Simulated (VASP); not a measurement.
Output of a VASP run:

**OSZICAR**
```
       N       E                     dE             d eps       ncg     rms          rms(c)
DAV:   1     0.112367601009E+03    0.11237E+03   -0.87177E+03   754   0.154E+03
DAV:   2     0.156351133533E+00   -0.11221E+03   -0.10892E+03   769   0.324E+02
DAV:   3    -0.797946170830E+01   -0.81358E+01   -0.80765E+01   984   0.926E+01
DAV:   4    -0.820564408028E+01   -0.22618E+00   -0.22597E+00   871   0.170E+01
DAV:   5    -0.821652368330E+01   -0.10880E-01   -0.10879E-01  1106   0.333E+00    0.559E+00
DAV:   6    -0.784561653731E+01    0.37091E+00   -0.72289E-01  1092   0.147E+01    0.353E+00
DAV:   7    -0.782621056507E+01    0.19406E-01   -0.20276E-01  1062   0.373E+00    0.133E+00
DAV:   8    -0.782974015778E+01   -0.35296E-02   -0.18335E-02   903   0.196E+00    0.325E-01
DAV:   9    -0.783120929491E+01   -0.14691E-02   -0.30036E-03   909   0.759E-01    0.200E-01
DAV:  10    -0.783132147492E+01   -0.11218E-03   -0.24486E-04  1008   0.145E-01    0.132E-01
DAV:  11    -0.783146137374E+01   -0.13990E-03   -0.11911E-04   839   0.712E-02    0.417E-02
DAV:  12    -0.783150689968E+01   -0.45526E-04   -0.10800E-04   799   0.131E-01    0.248E-02
DAV:  13    -0.783150808377E+01   -0.11841E-05   -0.43842E-06   949   0.201E-02    0.187E-02
DAV:  14    -0.783150900862E+01   -0.92484E-06   -0.20850E-06   799   0.125E-02    0.609E-03
DAV:  15    -0.783150920321E+01   -0.19460E-06   -0.12459E-07   886   0.272E-03    0.330E-03
DAV:  16    -0.783150922171E+01   -0.18495E-07   -0.80087E-09   467   0.882E-04
   1 F= -.78315092E+01 E0= -.78315092E+01  d E =-.116201E-13
```

### OUTCAR
```
------------------------ aborting loop because EDIFF is reached ----------------------------------------
  FORCE on cell =-STRESS in cart. coord.  units (eV):
  Direction    XX          YY          ZZ          XY          YZ          ZX
  --------------------------------------------------------------------------------------
  Total        0.6015812      0.6015812      0.6015812      0.0000000     -0.0000000     -0.0000000
  in kB       18.4120223     18.4120223     18.4120223      0.0000000     -0.0000000     -0.0000000
  external PRESSURE =      18.4120223 kB  Pullay stress =       0.0000000 kB
  volume of cell :       52.35
      direct lattice vectors                 reciprocal lattice vectors
     0.000000000  2.969097448  2.969097448    -0.168401344  0.168401344  0.168401344
     2.969097448  0.000000000  2.969097448     0.168401344 -0.168401344  0.168401344
     2.969097448  2.969097448  0.000000000     0.168401344  0.168401344 -0.168401344
  FREE ENERGIE OF THE ION-ELECTRON SYSTEM (eV)
  ---------------------------------------------------
  free  energy   TOTEN  =        -7.8315092217 eV

  energy  without entropy=       -7.8315092217  energy(sigma->0) =       -7.83150922
```
(Selected blocks of OUTCAR.)

### POSCAR
```
InP
1
    0.0000000000     2.9690974482     2.9690974482
    2.9690974482     0.0000000000     2.9690974482
    2.9690974482     2.9690974482     0.0000000000
In P
1 1
Direct
  0.0000000000   0.0000000000   0.0000000000
  0.2500000000   0.2500000000   0.2500000000
```

Reconstruct the remaining input files.

Several could match; the one computed here: the input of the run itself, revPBE GGA, plane waves, VASP's PBE PAW potentials (set 64).

KPOINTS:
```
Automatic mesh
0
Gamma
8 8 8
0 0 0
```

INCAR:
```
# general
SYSTEM  = InP
PREC    = Accurate
ENCUT   = 520
LREAL   = .FALSE.
LASPH   = .TRUE.

# electronic loop
EDIFF   = 1E-7
NELM    = 100
ALGO    = Normal
LMAXMIX = 4

# smearing
ISMEAR  = 0
SIGMA   = 0.05

# functional
GGA     = RE

# ions
ISIF    = 2

# output
LWAVE   = .FALSE.
LCHARG  = .FALSE.
```

POTCAR, in this order: In_d P (PBE.64 set). Program: vasp_std.

The compound is InP in the zinc blende structure. This cell is one point of a volume scan, at 0.97 of the reference volume.
